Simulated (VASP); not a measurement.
These are r2SCAN meta-GGA, VASP's PBE PAW potentials (set 64) (plane waves; VASP) values and carry that method's errors.

A VASP calculation is set up with these files.

File POSCAR:
```
Mo
1.0
 -1.5750000000   1.5750000000   1.5750000000
  1.5750000000  -1.5750000000   1.5750000000
  1.5750000000   1.5750000000  -1.5750000000
Mo
1
Cartesian
  0.0000000000   0.0000000000   0.0000000000
```

**INCAR**
```
# general
SYSTEM =Mo
PREC   =Accurate
ENCUT  =480
LREAL  =F
LASPH  =T

# electronic loop
EDIFF  =1E-6
NELM   =100
ALGO   =Normal
LMAXMIX=4
LMIXTAU=T

# smearing
ISMEAR =1
SIGMA  =0.1

# functional
METAGGA=R2SCAN

# ions
IBRION =2
NSW    =60
ISIF   =3
EDIFFG =-0.01

# output
LWAVE  =F
LCHARG =F
```

### KPOINTS
```
Automatic mesh
0
Gamma
15 15 15
0 0 0
```

POTCAR, in this order: Mo_sv (PBE.64 set). Program: vasp_std.

The run wrote:

File OUTCAR:
```
 ion  position               nearest neighbor table
   1  0.000  0.000  0.000-
  LATTYP: Found a body centered cubic cell.
 ALAT       =     3.1500000000
 Subroutine PRICEL returns:
 Original cell was already a primitive cell.
 Subroutine GETGRP returns: Found 48 space group operations
The static configuration has the point symmetry O_h .
The dynamic configuration has the point symmetry O_h .
 Subroutine INISYM returns: Found 48 space group operations
 Subroutine IBZKPT returns following result:
 Found    120 irreducible k-points:

 Following reciprocal coordinates:
            Coordinates               Weight
  0.000000  0.000000  0.000000      1.000000
  0.066667  0.000000  0.000000     12.000000
  0.133333  0.000000  0.000000     12.000000
  0.200000  0.000000  0.000000     12.000000
  0.266667  0.000000  0.000000     12.000000
  0.333333  0.000000  0.000000     12.000000
  0.400000  0.000000  0.000000     12.000000
  0.466667  0.000000  0.000000     12.000000
  0.066667  0.066667  0.000000     24.000000
  0.133333  0.066667 -0.000000     48.000000
  0.200000  0.066667  0.000000     48.000000
  0.266667  0.066667 -0.000000     48.000000
  0.333333  0.066667  0.000000     48.000000
  0.400000  0.066667  0.000000     48.000000
  0.466667  0.066667 -0.000000     24.000000
  0.133333  0.133333  0.000000     24.000000
  0.200000  0.133333  0.000000     48.000000
  0.266667  0.133333 -0.000000     48.000000
  0.333333  0.133333 -0.000000     48.000000
  0.400000  0.133333  0.000000     48.000000
  0.200000  0.200000  0.000000     24.000000
  0.266667  0.200000 -0.000000     48.000000
  0.333333  0.200000 -0.000000     48.000000
  0.400000  0.200000  0.000000     24.000000
  0.266667  0.266667  0.000000     24.000000
  0.333333  0.266667  0.000000     48.000000
  0.333333  0.333333  0.000000      8.000000
  0.066667  0.066667  0.066667      8.000000
  0.133333  0.066667  0.066667     24.000000
  0.200000  0.066667  0.066667     24.000000
  0.266667  0.066667  0.066667     24.000000
  0.333333  0.066667  0.066667     24.000000
  0.400000  0.066667  0.066667     24.000000
 -0.066667  0.066667  0.066667      6.000000
  0.133333  0.133333  0.066667     24.000000
  0.200000  0.133333  0.066667     48.000000
  0.266667  0.133333  0.066667     48.000000
  0.333333  0.133333  0.066667     48.000000
  0.400000  0.133333  0.066667     24.000000
 -0.133333  0.133333  0.066667     24.000000
   k-points           NKPTS =    120   k-points in BZ     NKDIM =    120   number of bands    NBANDS=     11
   number of dos      NEDOS =    301   number of ions     NIONS =      1
   total plane-waves  NPLWV =   8000
   dimension x,y,z NGX =    20 NGY =   20 NGZ =   20
   dimension x,y,z NGXF=    40 NGYF=   40 NGZF=   40
   ions per type =               1
   PREC   = accura    normal or accurate (medium, high low for compatibility)
   ISTART =      0    job   : 0-new  1-cont  2-samecut
   ICHARG =      2    charge: 1-file 2-atom 10-const
   ISPIN  =      1    spin polarized calculation?
   LNONCOLLINEAR =      F non collinear calculations
   LSORBIT =      F    spin-orbit coupling
   INIWAV =      1    electr: 0-lowe 1-rand  2-diag
   ENCUT  =  480.0 eV  35.28 Ry    5.94 a.u.   4.87  4.87  4.87*2*pi/ulx,y,z
   NELM   =    100;   NELMIN=  2; NELMDL= -5     # of ELM steps
   EDIFF  = 0.1E-05   stopping-criterion for ELM
   LREAL  =      F    real-space projection
   NLSPLINE    = F    spline interpolate recip. space projectors
   LMAXMIX     =    4 max onsite mixed and CHGCAR
   VOSKOWN=      0    Vosko Wilk Nusair interpolation
...
```

OSZICAR:
```
       N       E                     dE             d eps       ncg     rms          rms(c)
DAV:   1     0.671142048298E+02    0.67114E+02   -0.81611E+03  2680   0.126E+03
DAV:   2    -0.310464278927E+02   -0.98161E+02   -0.94973E+02  2865   0.341E+02
DAV:   3    -0.323980653460E+02   -0.13516E+01   -0.13376E+01  3047   0.398E+01
DAV:   4    -0.324017899459E+02   -0.37246E-02   -0.37242E-02  2970   0.243E+00
DAV:   5    -0.324018100559E+02   -0.20110E-04   -0.20110E-04  3047   0.176E-01    0.181E+01
DAV:   6    -0.252916985943E+02    0.71101E+01   -0.41866E+00  2784   0.269E+01    0.196E+00
DAV:   7    -0.261066007376E+02   -0.81490E+00   -0.20827E-01  2718   0.556E+00    0.171E+00
DAV:   8    -0.255633158836E+02    0.54328E+00   -0.73749E-01  2931   0.981E+00    0.303E+00
DAV:   9    -0.259906856567E+02   -0.42737E+00   -0.23183E-01  2853   0.469E+00    0.117E+00
DAV:  10    -0.260747604867E+02   -0.84075E-01   -0.16428E-02  2826   0.152E+00    0.457E-01
DAV:  11    -0.260768528622E+02   -0.20924E-02   -0.28752E-03  2907   0.673E-01    0.520E-02
DAV:  12    -0.260767210634E+02    0.13180E-03   -0.16125E-04  2796   0.177E-01    0.254E-02
DAV:  13    -0.260767485927E+02   -0.27529E-04   -0.64519E-05  2733   0.121E-01    0.133E-02
DAV:  14    -0.260767711526E+02   -0.22560E-04   -0.37002E-05  2799   0.865E-02    0.565E-03
DAV:  15    -0.260767728646E+02   -0.17119E-05   -0.24797E-06  2802   0.235E-02    0.184E-03
DAV:  16    -0.260767778402E+02   -0.49756E-05   -0.51997E-07  1401   0.796E-03    0.983E-04
DAV:  17    -0.260767771026E+02    0.73758E-06   -0.93426E-08  1359   0.354E-03
   1 F= -.26076777E+02 E0= -.26076565E+02  d E =-.260768E+02
       N       E                     dE             d eps       ncg     rms          rms(c)
DAV:   1    -0.261473064207E+02   -0.70529E-01   -0.19468E+00  2754   0.203E+01    0.268E+00
DAV:   2    -0.260747454876E+02    0.72561E-01   -0.14533E-01  2724   0.482E+00    0.540E-01
DAV:   3    -0.260718407790E+02    0.29047E-02   -0.26296E-02  2811   0.205E+00    0.345E-01
DAV:   4    -0.260642585049E+02    0.75823E-02   -0.76111E-03  2730   0.109E+00    0.111E-01
DAV:   5    -0.260732336657E+02   -0.89752E-02   -0.50218E-03  2691   0.910E-01    0.167E-02
DAV:   6    -0.260738072484E+02   -0.57358E-03   -0.14610E-04  2763   0.161E-01    0.913E-03
DAV:   7    -0.260738029618E+02    0.42867E-05   -0.28127E-05  2805   0.726E-02    0.523E-03
DAV:   8    -0.260738313951E+02   -0.28433E-04   -0.75790E-06  2679   0.420E-02    0.147E-03
DAV:   9    -0.260738378248E+02   -0.64297E-05   -0.94489E-07  1799   0.156E-02    0.371E-04
DAV:  10    -0.260738369335E+02    0.89126E-06   -0.46572E-08  1332   0.343E-03
   2 F= -.26073837E+02 E0= -.26073596E+02  d E =0.294017E-02
       N       E                     dE             d eps       ncg     rms          rms(c)
DAV:   1    -0.261175947038E+02   -0.43757E-01   -0.10705E+00  2751   0.150E+01    0.219E+00
DAV:   2    -0.260778060070E+02    0.39789E-01   -0.74604E-02  2724   0.352E+00    0.398E-01
DAV:   3    -0.260761549511E+02    0.16511E-02   -0.15492E-02  2808   0.158E+00    0.323E-01
DAV:   4    -0.260721424947E+02    0.40125E-02   -0.38403E-03  2724   0.773E-01    0.108E-01
DAV:   5    -0.260771262526E+02   -0.49838E-02   -0.19460E-03  2697   0.563E-01    0.716E-03
DAV:   6    -0.260771549651E+02   -0.28712E-04   -0.38316E-05  2802   0.864E-02    0.991E-03
DAV:   7    -0.260771692040E+02   -0.14239E-04   -0.13605E-05  2772   0.528E-02    0.273E-03
DAV:   8    -0.260771711595E+02   -0.19555E-05   -0.18385E-06  2533   0.201E-02    0.130E-03
DAV:   9    -0.260771689235E+02    0.22361E-05   -0.96584E-08  1335   0.446E-03    0.272E-04
DAV:  10    -0.260771692853E+02   -0.36181E-06   -0.36022E-09  1320   0.773E-04
   3 F= -.26077169E+02 E0= -.26076950E+02  d E =-.392183E-03
```

File OUTCAR:
```
------------------------ aborting loop because EDIFF is reached ----------------------------------------
  FORCE on cell =-STRESS in cart. coord.  units (eV):
  Direction    XX          YY          ZZ          XY          YZ          ZX
  --------------------------------------------------------------------------------------
  Total        0.0002367      0.0002367      0.0002367      0.0000000      0.0000000      0.0000000
  in kB        0.0241375      0.0241375      0.0241375      0.0000000      0.0000000      0.0000000
  external PRESSURE =       0.0241375 kB  Pullay stress =       0.0000000 kB
  volume of cell :       15.71
      direct lattice vectors                 reciprocal lattice vectors
    -1.577819545  1.577819545  1.577819545     0.000000000  0.316893020  0.316893020
     1.577819545 -1.577819545  1.577819545     0.316893020  0.000000000  0.316893020
     1.577819545  1.577819545 -1.577819545     0.316893020  0.316893020  0.000000000
 POSITION                                       TOTAL-FORCE (eV/Angst)
 -----------------------------------------------------------------------------------
      0.00000      0.00000     -0.00000        -0.000000     -0.000000      0.000000
 -----------------------------------------------------------------------------------
    total drift:                                0.000000     -0.000000     -0.000000
  FREE ENERGIE OF THE ION-ELECTRON SYSTEM (eV)
  ---------------------------------------------------
  free  energy   TOTEN  =       -26.0771692853 eV

  energy  without entropy=      -26.0765108504  energy(sigma->0) =      -26.07694981

 reached required accuracy - stopping structural energy minimisation
```
(Selected blocks of OUTCAR.)

File CONTCAR:
```
Mo
   1.00000000000000
    -1.5778195447617418    1.5778195447617418    1.5778195447617418
     1.5778195447617418   -1.5778195447617418    1.5778195447617418
     1.5778195447617418    1.5778195447617418   -1.5778195447617418
  Mo
     1
Direct
     0.0000000000000000    0.0000000000000000    0.0000000000000000
```

The compound is Mo in the bcc structure. This run relaxes it. Symmetry was kept, so distortions that lower it aren't found.
